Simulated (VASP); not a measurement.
Given:

```xyz
2
Lattice="1.7746 -3.0738 0.0000 1.7746 3.0738 0.0000 0.0000 0.0000 5.4487" Properties=species:S:1:pos:R:3 pbc="T T T"
Ho     1.7746     1.0246     1.3622
Ho     1.7746    -1.0246     4.0866
```

These are vdW-DF-cx, VASP's PBE PAW potentials (set 64) (plane waves; VASP) values and carry that method's errors. Settings: 520 eV cut-off, Gaussian smearing of 0.050 eV, potentials Ho_3.

The 4f electrons are frozen in the core of the lanthanide potential, so 4f levels, which can set the real gap, and their magnetism are missing.

Q: Give the energies of bands 7 to 12 at the high-symmetry points, in eV from the Fermi level.

A: 
```csv
band,Γ,M,K,A,L,H
7,-5.39,-2.03,-0.97,-3.67,-2.03,-0.62
8,-2.26,-1.49,-0.79,-3.67,-2.03,-0.62
9,1.49,-0.97,-0.79,1.15,0.10,-0.43
10,1.88,0.01,-0.46,1.15,0.10,-0.43
11,1.88,1.49,1.29,1.75,1.74,0.61
12,2.49,1.78,1.29,1.75,1.74,0.61
```

It has no gap at this level: it comes out as a metal or semimetal.

The compound is Ho in the hcp structure. It was relaxed first.
